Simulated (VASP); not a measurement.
Given:

```yaml
crystal:
  lattice:
    - [2.27460, -3.93972, 0.00000]
    - [2.27460, 3.93972, 0.00000]
    - [0.00000, 0.00000, 6.04860]
  atoms:
    - { symbol: Te, position: [0.00000, 0.26300, 0.66667] }
    - { symbol: Te, position: [0.73700, 0.73700, 0.00000] }
    - { symbol: Te, position: [0.26300, 0.00000, 0.33333] }
```

Level of theory: PBE GGA, VASP's PBE PAW potentials (set 64) (plane waves; VASP 6.6.1). Settings: 400 eV cut-off, 5×5×4 Monkhorst-Pack mesh, Gaussian smearing of 0.050 eV, potentials Te.

Predict the energy per atom (σ→0).

```
Item                           Result
---------------------  --------------
energy per atom (σ→0)  -3.143 eV/atom
```

Total energies compare only between runs with the same potentials, cut-off and functional.

The compound is Te in the trig structure. The cell was not relaxed at this level. The run is one of a series of settings (KPOINTS 5×5×4 Monkhorst-Pack mesh against the base run), some of them coarse on purpose.
